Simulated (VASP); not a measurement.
Crystal: ZrB2.

```
Zr B
1.0
     3.17117    0.00000    0.00000
    -1.58558    2.74631    0.00000
     0.00000    0.00000    3.54230
Zr B
1 2
Cartesian
  0.0000 0.0000 0.0000
  0.0000 1.8309 1.7711
  1.5856 0.9154 1.7711
```

- Program: VASP 6.6.1
- Task: relaxation of cell and atoms
- Functional: PBEsol
- Potentials or basis: VASP PAW PBE potentials, release 64 (Zr_sv, B)
- Cutoff: 600 eV
- k mesh: 15 × 15 × 12
- Occupations: gaussian, width 0.1 eV
- Spin: no spin polarisation

At the start: pressure -4.5 GPa; volume 10.28 Å³/atom.

Task: How do energy, volume and symmetry change on relaxing?

Result: Over 8 steps the energy falls by 2.9 meV/atom and the volume is 10.09 Å³/atom (-1.9 %); space group P6/mmm (No. 191, to 0.05 Å).

The path:
```
step  energy change (eV)  largest force (eV/Å)  pressure (GPa)  volume (Å³)
   1              0.0000                0.0000           -4.55        30.85
   2              0.0045                0.0000            6.17        29.57
   3             -0.0086                0.0000            0.04        30.27
   4             -0.0086                0.0000            0.15        30.25
   5             -0.0088                0.0000            0.08        30.26
   6             -0.0088                0.0000            0.08        30.26
   7             -0.0088                0.0000           -0.08        30.28
   8             -0.0088                0.0000            0.01        30.27
```

Final structure:
```cif
data_structure
_symmetry_space_group_name_H-M 'P 1'
_symmetry_Int_Tables_number 1
_cell_length_a 3.1561
_cell_length_b 3.1561
_cell_length_c 3.5085
_cell_angle_alpha 90.000
_cell_angle_beta 90.000
_cell_angle_gamma 120.000
_cell_volume 30.27
loop_
_atom_site_label
_atom_site_type_symbol
_atom_site_fract_x
_atom_site_fract_y
_atom_site_fract_z
_atom_site_occupancy
Zr1 Zr 0.00000 0.00000 0.00000 1
B1 B 0.33333 0.66667 0.50000 1
B2 B 0.66667 0.33333 0.50000 1
```

Caveat: the PAW data sets were made with another functional, which shifts forces and pressure a little.
